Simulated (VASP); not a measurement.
An input for Ansatz (written as the equivalent of a VASP run, and not itself run):

Ansatz 0.2 input:
```yaml
crystal:
  lattice:
    - [6.2200000, 0.0000000, 0.0000000]
    - [0.0000000, 6.2200000, 0.0000000]
    - [0.0000000, 0.0000000, 6.2200000]
  atoms:
    - { symbol: Cs, position: [0.0000000, 0.0000000, 0.0000000] }
    - { symbol: Sn, position: [0.5000000, 0.5000000, 0.5000000] }
    - { symbol: I, position: [0.5000000, 0.0000000, 0.5000000] }
    - { symbol: I, position: [0.0000000, 0.5000000, 0.5000000] }
    - { symbol: I, position: [0.5000000, 0.5000000, 0.0000000] }
kpoints:
  mp_grid: { grid: [6, 6, 6] }
hamiltonian:
  xc: pbesol
  pseudopotentials: { kind: paw }
scf:
  occupations: { method: fermi_dirac, width: 0.01 }
  max_iter: 100
output: { forces: true, stress: true, eigenvalues: true }
```

Task: Write the VASP files for the same calculation (PBEsol).

Result: Several could match; the one computed here: 
File POSCAR:
```
CsSnI3
6.220
  1.0000000000   0.0000000000   0.0000000000
  0.0000000000   1.0000000000   0.0000000000
  0.0000000000   0.0000000000   1.0000000000
Cs Sn I
1 1 3
Cart
  0.0000000000   0.0000000000   0.0000000000
  0.5000000000   0.5000000000   0.5000000000
  0.5000000000   0.0000000000   0.5000000000
  0.0000000000   0.5000000000   0.5000000000
  0.5000000000   0.5000000000   0.0000000000
```

**INCAR**
```
ALGO = Normal
EDIFF = 1E-6
ENCUT = 300
GGA = PS
ISIF = 2
ISMEAR = -1
LASPH = .TRUE.
LCHARG = .FALSE.
LMAXMIX = 4
LREAL = .FALSE.
LWAVE = .FALSE.
NELM = 100
PREC = Accurate
SIGMA = 0.01
SYSTEM = CsSnI3
```

**KPOINTS**
```
Automatic mesh
0
Gamma
6 6 6
0 0 0
```

POTCAR, in this order: Cs_sv Sn_d I (PBE.64 set). Program: vasp_std.

What does not carry over: each code has its own PAW files, so the cut-off isn't converted (ENCUT is set for VASP's; basis.ecutwfc is left out, and Ansatz then takes the one that its files recommend); Ansatz stops its SCF on the density residual and VASP on the energy change (EDIFF).

The structure is a typed CsSnI3 crystal. The cell was not relaxed at this level. The run is one of a series of settings (KPOINTS 6×6×6 Γ-centred mesh against the base run), some of them coarse on purpose.
